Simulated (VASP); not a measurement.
Output of a VASP run:

### OUTCAR
```
 ion  position               nearest neighbor table
   1  0.000  0.000  0.000-   2 3.24   2 3.24   2 3.24   2 3.24   2 3.24   2 3.24
   2  0.500  0.500  0.500-   1 3.24   1 3.24   1 3.24   1 3.24   1 3.24   1 3.24
  LATTYP: Found a face centered cubic cell.
 ALAT       =     6.4811124320
 Subroutine PRICEL returns:
 Original cell was already a primitive cell.
 Subroutine GETGRP returns: Found 48 space group operations
The static configuration has the point symmetry O_h .
The dynamic configuration has the point symmetry O_h .
 Subroutine INISYM returns: Found 48 space group operations
 Subroutine IBZKPT returns following result:
 Found     20 irreducible k-points:

 Following reciprocal coordinates:
            Coordinates               Weight
  0.000000  0.000000  0.000000      1.000000
  0.142857  0.000000  0.000000      8.000000
  0.285714  0.000000  0.000000      8.000000
  0.428571  0.000000  0.000000      8.000000
  0.142857  0.142857  0.000000      6.000000
  0.285714  0.142857  0.000000     24.000000
  0.428571  0.142857  0.000000     24.000000
 -0.428571  0.142857  0.000000     24.000000
 -0.285714  0.142857  0.000000     24.000000
 -0.142857  0.142857  0.000000     12.000000
  0.285714  0.285714  0.000000      6.000000
  0.428571  0.285714  0.000000     24.000000
 -0.428571  0.285714  0.000000     24.000000
 -0.285714  0.285714  0.000000     12.000000
  0.428571  0.428571  0.000000      6.000000
 -0.428571  0.428571  0.000000     12.000000
  0.428571  0.285714  0.142857     24.000000
 -0.428571  0.285714  0.142857     48.000000
 -0.428571  0.428571  0.142857     24.000000
 -0.285714  0.428571  0.142857     24.000000
   k-points           NKPTS =     20   k-points in BZ     NKDIM =     20   number of bands    NBANDS=     12
   number of dos      NEDOS =    301   number of ions     NIONS =      2
   total plane-waves  NPLWV =  46656
   dimension x,y,z NGX =    36 NGY =   36 NGZ =   36
   dimension x,y,z NGXF=    72 NGYF=   72 NGZF=   72
   ions per type =               1   1
   PREC   = accura    normal or accurate (medium, high low for compatibility)
   ISTART =      0    job   : 0-new  1-cont  2-samecut
   ICHARG =      2    charge: 1-file 2-atom 10-const
   ISPIN  =      1    spin polarized calculation?
   LNONCOLLINEAR =      F non collinear calculations
   LSORBIT =      F    spin-orbit coupling
   INIWAV =      1    electr: 0-lowe 1-rand  2-diag
   ENCUT  =  520.0 eV  38.22 Ry    6.18 a.u.   8.52  8.52  8.52*2*pi/ulx,y,z
   NELM   =    100;   NELMIN=  2; NELMDL= -5     # of ELM steps
   EDIFF  = 0.1E-06   stopping-criterion for ELM
   LREAL  =      F    real-space projection
   NLSPLINE    = F    spline interpolate recip. space projectors
   LMAXMIX     =    4 max onsite mixed and CHGCAR
   VOSKOWN=      0    Vosko Wilk Nusair interpolation
   EDIFFG = 0.1E-05   stopping-criterion for IOM
   NSW    =      0    number of steps for IOM
   NBLOCK =      1;   KBLOCK =      1    inner block; outer block
   IBRION =     -1    ionic relax: 0-MD 1-quasi-New 2-CG
   NFREE  =      0    steps in history (QN), initial steepest desc. (CG)
   ISIF   =      2    stress and relaxation
   ISYM   =      2    0-nonsym 1-usesym 2-fastsym
   TEIN   =    0.0    initial temperature
   TEBEG  =    0.0;   TEEND  =   0.0 temperature during run
   SMASS  =  -3.00    Nose mass-parameter (am)
   PSTRESS=    0.0 pullay stress
   NELECT =      16.0000    total number of electrons
   EFERMI =   0.00;   METHOD = LEGACY
   ISMEAR =     0;   SIGMA  =   0.05  broadening in eV -4-tet -1-fermi 0-gaus
   IALGO  =     38    algorithm
   LDIAG  =      T    sub-space diagonalisation (order eigenvalues)
   IMIX   =      4    mixing-type and parameters
     AMIX     =   0.40;   BMIX     =  1.00
     AMIX_MAG =   1.60;   BMIX_MAG =  1.00
     AMIN     =   0.10
   METAGGA = R2SCAN    functional components
   VOSKOWN =     0    Vosko Wilk Nusair interpolation
   LHFCALC =     F    Hartree Fock is set to
   LHFONE  =     F    Hartree Fock one center treatment
...
```

**OSZICAR**
```
       N       E                     dE             d eps       ncg     rms          rms(c)
DAV:   1     0.852850446048E+02    0.85285E+02   -0.72480E+03   480   0.121E+03
DAV:   2    -0.202341212975E+02   -0.10552E+03   -0.98894E+02   584   0.278E+02
DAV:   3    -0.262146322708E+02   -0.59805E+01   -0.59514E+01   620   0.611E+01
DAV:   4    -0.265176435277E+02   -0.30301E+00   -0.30232E+00   892   0.114E+01
DAV:   5    -0.265190850397E+02   -0.14415E-02   -0.14415E-02   608   0.881E-01    0.312E+00
DAV:   6    -0.229307852136E+02    0.35883E+01   -0.14146E+00   776   0.124E+01    0.212E+00
DAV:   7    -0.225893043779E+02    0.34148E+00   -0.38574E-01   868   0.693E+00    0.620E-01
DAV:   8    -0.231611738305E+02   -0.57187E+00   -0.32826E-01   588   0.563E+00    0.612E-01
DAV:   9    -0.226988521837E+02    0.46232E+00   -0.18740E-01   504   0.493E+00    0.388E-01
DAV:  10    -0.227069972658E+02   -0.81451E-02   -0.26184E-02   544   0.199E+00    0.150E-01
DAV:  11    -0.226987853953E+02    0.82119E-02   -0.59739E-02   480   0.289E+00    0.112E-01
DAV:  12    -0.227278968546E+02   -0.29111E-01   -0.91481E-03   480   0.119E+00    0.744E-02
DAV:  13    -0.227312218810E+02   -0.33250E-02   -0.24917E-03   552   0.564E-01    0.198E-02
DAV:  14    -0.227311118456E+02    0.11004E-03   -0.89383E-05   604   0.116E-01    0.145E-02
DAV:  15    -0.227312263166E+02   -0.11447E-03   -0.51459E-05   524   0.941E-02    0.968E-03
DAV:  16    -0.227312556358E+02   -0.29319E-04   -0.39043E-05   512   0.842E-02    0.366E-03
DAV:  17    -0.227312610273E+02   -0.53915E-05   -0.42942E-06   632   0.272E-02    0.308E-03
DAV:  18    -0.227312602682E+02    0.75915E-06   -0.61009E-07   604   0.878E-03    0.740E-04
DAV:  19    -0.227312600235E+02    0.24462E-06   -0.28442E-07   584   0.784E-03    0.817E-04
DAV:  20    -0.227312602555E+02   -0.23201E-06   -0.10263E-07   424   0.420E-03    0.754E-04
DAV:  21    -0.227312601689E+02    0.86680E-07   -0.98252E-08   376   0.484E-03
   1 F= -.22731260E+02 E0= -.22731260E+02  d E =-.133360E-22
```

### OUTCAR
```
------------------------ aborting loop because EDIFF is reached ----------------------------------------
  FORCE on cell =-STRESS in cart. coord.  units (eV):
  Direction    XX          YY          ZZ          XY          YZ          ZX
  --------------------------------------------------------------------------------------
  Total        0.2371976      0.2371976      0.2371976     -0.0000000      0.0000000      0.0000000
  in kB        5.5838290      5.5838290      5.5838290     -0.0000000      0.0000000      0.0000000
  external PRESSURE =       5.5838290 kB  Pullay stress =       0.0000000 kB
  volume of cell :       68.06
      direct lattice vectors                 reciprocal lattice vectors
     0.000000000  3.240556216  3.240556216    -0.154294500  0.154294500  0.154294500
     3.240556216  0.000000000  3.240556216     0.154294500 -0.154294500  0.154294500
     3.240556216  3.240556216  0.000000000     0.154294500  0.154294500 -0.154294500
  FREE ENERGIE OF THE ION-ELECTRON SYSTEM (eV)
  ---------------------------------------------------
  free  energy   TOTEN  =       -22.7312601689 eV

  energy  without entropy=      -22.7312601689  energy(sigma->0) =      -22.73126017
```
(Selected blocks of OUTCAR.)

### POSCAR
```
KBr
1
    0.0000000000     3.2405562160     3.2405562160
    3.2405562160     0.0000000000     3.2405562160
    3.2405562160     3.2405562160     0.0000000000
K Br
1 1
Direct
  0.0000000000   0.0000000000   0.0000000000
  0.5000000000   0.5000000000   0.5000000000
```

Write an INCAR and KPOINTS that could have produced this output.

This is not unique; one that fits is the input of the run itself, r2SCAN+rVV10, plane waves, VASP's PBE PAW potentials (set 64).

**INCAR**
```
ISMEAR  =  0   ! Gaussian
ISIF  =  2   ! forces and stress, cell fixed
BPARAM  =  11.95
NELM  =  100   ! most electronic steps
ENCUT  =  520
LMIXTAU  =  T
METAGGA  =  R2SCAN
LREAL  =  F
LWAVE  =  F
LUSE_VDW  =  T
CPARAM  =  0.0093
LCHARG  =  F
PREC  =  Accurate
ALGO  =  Normal   ! blocked Davidson
LASPH  =  T   ! aspherical one-centre terms
SIGMA  =  0.05   ! width (eV)
EDIFF  =  1E-7   ! SCF stop (eV)
SYSTEM  =  KBr
LMAXMIX  =  4
```

**KPOINTS**
```
Automatic mesh
0
G
  7 7 7
0 0 0
```

POTCAR, in this order: K_sv Br (PBE.64 set). Program: vasp_std.

The compound is KBr in the rock salt structure. This cell is one point of a volume scan, at 0.97 of the reference volume.
